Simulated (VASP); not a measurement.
The cell holds one PtS$_{2}$ (1T layered) monolayer, with vacuum along c. Ionisation potential and electron affinity count from the cell's own band edges, surface states included.

Data:

```
PtS2
1.0
    3.51385     0.00000     0.00000
   -1.75692     3.04308     0.00000
    0.00000     0.00000    16.93190
S Pt
2 1
Direct
  0.66667   0.33333   0.42835
  0.33333   0.66667   0.57165
  0.00000   0.00000   0.50000
```

These are LDA (Ceperley-Alder, Perdew-Zunger), VASP's LDA PAW potentials (set 64) (plane waves; VASP) values and carry that method's errors. Settings: 400 eV cut-off, 12×12×1 Γ-centred mesh, Gaussian smearing of 0.050 eV, potentials S Pt.

**Question.** Predict its energy to cut it from the bulk, per area, ionisation potential, electron affinity.

**Answer.** 
The energy to cut it from the bulk, per area is 21.0 meV/Å² and the ionisation potential is 6.53 eV. The electron affinity is 4.75 eV.

The cell is a sheet with vacuum, built from PtS2 (1T layered).
